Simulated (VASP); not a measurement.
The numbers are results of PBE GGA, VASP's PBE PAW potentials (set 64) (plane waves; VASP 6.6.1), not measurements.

VASP ran on this input.

**POSCAR**
```
Dy
1
    1.8149381548    -3.1435648906    -0.0000000000
    1.8149381548     3.1435648906    -0.0000000000
   -0.0000000000    -0.0000000000     5.5907981472
Dy
2
Direct
  0.3333330000   0.6666670000   0.2500000000
  0.6666670000   0.3333330000   0.7500000000
```

**INCAR**
```
SYSTEM = Dy
PREC = Accurate
ENCUT = 480
EDIFF = 1E-7
NELM = 100
ALGO = Normal
LREAL = .FALSE.
LASPH = .TRUE.
ISMEAR = 1
SIGMA = 0.1
GGA = PE
LMAXMIX = 6
LWAVE = .FALSE.
LCHARG = .FALSE.
ISIF = 2
```

**KPOINTS**
```
Automatic mesh
0
Gamma
10 10 6
0 0 0
```

POTCAR, in this order: Dy_3 (PBE.64 set). Program: vasp_std.

Problem. What will the output report for the number of irreducible k-points (NKPTS), number of bands (NBANDS), largest plane-wave count, number of space-group operations, FFT grid (NGX, NGY, NGZ)?

Solution. 
- number of irreducible k-points (NKPTS) = 56
- number of bands (NBANDS) = 13
- largest plane-wave count = 1546
- number of space-group operations = 24
- FFT grid (NGX, NGY, NGZ) = 28 × 28 × 40

The compound is Dy in the hcp structure. It was relaxed first. The 4f electrons are frozen in the core of the lanthanide potential, so 4f levels, which can set the real gap, and their magnetism are missing.
